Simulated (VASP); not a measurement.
Crystal: Ta2H3.

```
Ta H
1.0
     3.68185    0.00000    0.00000
    -1.84092    3.18857    0.00000
     0.00000    0.00000    4.49042
Ta H
2 3
Cartesian
  1.8409 1.0629 3.7592
  0.0000 2.1257 0.7312
  0.0000 0.0000 0.0000
  1.8409 1.0629 1.5702
  0.0000 2.1257 2.9202
```

The cell was built by a generator and needn't be a form met in nature.

```yaml
Program: VASP 6.6.1
Task: relaxation of cell and atoms
Functional: PBE
Potentials_or_basis: VASP PAW PBE potentials, release 64 (Ta_pv, H)
Cutoff: 600 eV
k_mesh: 8 × 8 × 6
Occupations: gaussian, width 0.05 eV
Spin: no spin polarisation
```

At the start: pressure 2.1 GPa; volume 10.54 Å³/atom.

**Question.** How do energy, volume and symmetry change on relaxing?

**Answer.** Over 23 steps the energy falls by 575.4 meV/atom and the volume is 8.72 Å³/atom (-17.3 %); space group P-3m1 (No. 164, to 0.05 Å).

The path:
| step | energy change (eV) | largest force (eV/Å) | pressure (GPa) | volume (Å³) |
| --- | --- | --- | --- | --- |
| 1 | 0.0000 | 5.1191 | 2.12 | 52.72 |
| 2 | -1.0112 | 0.2131 | -20.72 | 53.77 |
| 3 | -1.0170 | 0.0474 | -19.72 | 53.68 |
| 4 | -2.0692 | 0.5963 | -0.63 | 44.66 |
| 5 | -2.0899 | 0.9032 | 3.58 | 43.68 |
| 6 | -2.4221 | 0.8474 | 6.40 | 42.56 |
| 7 | -2.4394 | 0.9645 | 10.30 | 41.92 |
| 8 | -2.6429 | 0.8005 | -5.60 | 45.26 |
| 9 | -2.6429 | 0.8032 | -5.42 | 45.22 |
| 10 | -2.7646 | 0.6315 | -3.25 | 44.70 |
| 11 | -2.8147 | 0.5666 | -0.29 | 44.13 |
| 12 | -2.8158 | 0.6207 | 0.25 | 44.04 |
| 13 | -2.8595 | 0.1596 | -1.08 | 44.00 |
| 14 | -2.8611 | 0.1530 | -1.30 | 43.99 |
| 15 | -2.8734 | 0.1129 | 1.36 | 43.33 |
| 16 | -2.8743 | 0.0963 | 0.70 | 43.47 |
| 17 | -2.8758 | 0.0615 | -0.87 | 43.79 |
| 18 | -2.8760 | 0.0602 | -0.45 | 43.70 |
| 19 | -2.8768 | 0.0499 | 0.16 | 43.58 |
| 20 | -2.8768 | 0.0541 | 0.19 | 43.57 |
| 21 | -2.8772 | 0.0171 | 0.01 | 43.60 |
| 22 | -2.8772 | 0.0172 | -0.01 | 43.60 |
| 23 | -2.8772 | 0.0032 | 0.00 | 43.61 |

Final structure:
```
Ta H
1.0
     3.06962    0.00000    0.00000
    -1.53481    2.65837    0.00000
     0.00000    0.00000    5.34389
Ta H
2 3
Direct
  0.66667 0.33333 0.76618
  0.33333 0.66667 0.23382
  0.00000 0.00000 0.00000
  0.66667 0.33333 0.39196
  0.33333 0.66667 0.60804
```

Caveat: the volume moved by over 15 % at a fixed basis, so the end points are rough.
